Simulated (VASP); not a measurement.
Given:

```yaml
crystal:
  lattice:
    - [5.32440, 2.66220, 2.66220]
    - [2.66220, 5.32440, 2.66220]
    - [2.66220, 2.66220, 5.32440]
  atoms:
    - { symbol: Mn, position: [0.00000, 0.00000, 0.00000], spin: 5.0 }
    - { symbol: Mn, position: [0.50000, 0.50000, 0.50000], spin: -5.0 }
    - { symbol: S, position: [0.25000, 0.25000, 0.25000] }
    - { symbol: S, position: [0.75000, 0.75000, 0.75000] }
```

Calculation: PBE GGA, VASP's PBE PAW potentials (set 64) (plane waves; VASP). Run with 400 eV cut-off, KSPACING 0.8 per Å, Gaussian smearing of 0.050 eV, potentials Mn_pv S.

Q: Give the stress tensor in GPa (positive for a compressed cell).

A: 
```
-7.22  -0.63  -0.63
-0.63  -7.22  -0.63
-0.63  -0.63  -7.22
```
The pressure is its mean diagonal, -7.22 GPa.

The compound is MnS in the rock salt, AFM-II order structure. The cell was not relaxed at this level. The run is one of a series of settings (KGAMMA = .TRUE., KSPACING = 0.8, KPOINTS file removed against the base run), some of them coarse on purpose.
